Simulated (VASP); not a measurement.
Input:

```
PbS
1.0
    4.77822     0.00000     0.00000
   -2.38911     4.13806     0.00000
    0.00000     0.00000    14.14896
Pb S
1 1
Direct
  0.66667   0.33333   0.50000
  0.33333   0.66667   0.50000
```

All values below come from r2SCAN meta-GGA, VASP's PBE PAW potentials (set 64) (plane waves; VASP 6.6.1). Run with 400 eV cut-off, 7×7×1 Γ-centred mesh, tetrahedra with Blöchl corrections, potentials Pb_d S.

The cell holds a wide vacuum, so values per volume refer to the whole cell. Unless said otherwise, spin-orbit coupling is left out, though it shifts the bands of the heavy elements here.

Problem. What does the run give for the energy per atom (σ→0), band gap (over mesh and band path) with the smallest direct gap where there is one?

Solution. 
- band gap (over mesh and band path): 0.85 eV
- smallest direct gap (over mesh and band path): 0.85 eV
- energy per atom (σ→0): -32201 meV/atom

Only differences to runs with the same potentials and settings are physical.

The cell is a sheet with vacuum, built from a generated structure.
